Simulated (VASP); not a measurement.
Given:

```xyz
2
Lattice="4.2916 0.0000 0.0000 0.0000 4.3898 0.0000 0.0000 0.0000 4.3928" Properties=species:S:1:pos:R:3 pbc="T T T"
Cs     0.0000     0.0000     0.0000
Br     2.1773     2.1949     2.1964
```

These are PBE GGA, VASP's PBE PAW potentials (set 64) (plane waves; VASP 6.6.1) values and carry that method's errors. Run with 400 eV cut-off, 6×6×6 Γ-centred mesh, Gaussian smearing of 0.050 eV, potentials Cs_sv Br.

Q: Predict the energy per atom (σ→0).

A: 
```json
{
  "energy per atom (σ→0)": "-3010 meV/atom"
}
```

Only differences to runs with the same potentials and settings are physical.

The compound is CsBr in the CsCl type structure. The cell was not relaxed at this level, atoms are displaced from their ideal sites. The run is one of a series of settings (EDIFF = 1E-8 against the base run), some of them coarse on purpose.
